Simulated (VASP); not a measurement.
```
TaC
1.0
    0.00000     2.23287     2.23287
    2.23287     0.00000     2.23287
    2.23287     2.23287     0.00000
Ta C
1 1
Direct
  0.00000   0.00000   0.00000
  0.50000   0.50000   0.50000
```

The numbers are results of rev-vdW-DF2, VASP's PBE PAW potentials (set 64) (plane waves; VASP 6.6.1), not measurements. Run with 520 eV cut-off, Gaussian smearing of 0.050 eV, potentials Ta_pv C.

Problem. Give the energies of bands 5 to 10 at the high-symmetry points, in eV from the Fermi level.

Solution. 
```
band      Γ      X      U      L      W
----  -----  -----  -----  -----  -----
5     -1.35  -4.59  -5.87  -8.68  -5.27
6     -1.35  -4.51  -4.87  -5.46  -4.96
7     -1.35  -1.77  -3.83  -5.46  -4.96
8     -0.49  -1.77  -0.63   2.63   1.57
9     -0.49   2.55   3.06   2.63   1.57
10    -0.49   3.98   3.89   3.61   3.99
```

It has no gap at this level: it comes out as a metal or semimetal.

The compound is TaC in the rock salt structure. It was relaxed first. The electron count is odd and the run is not spin-polarised, which forces a metal.
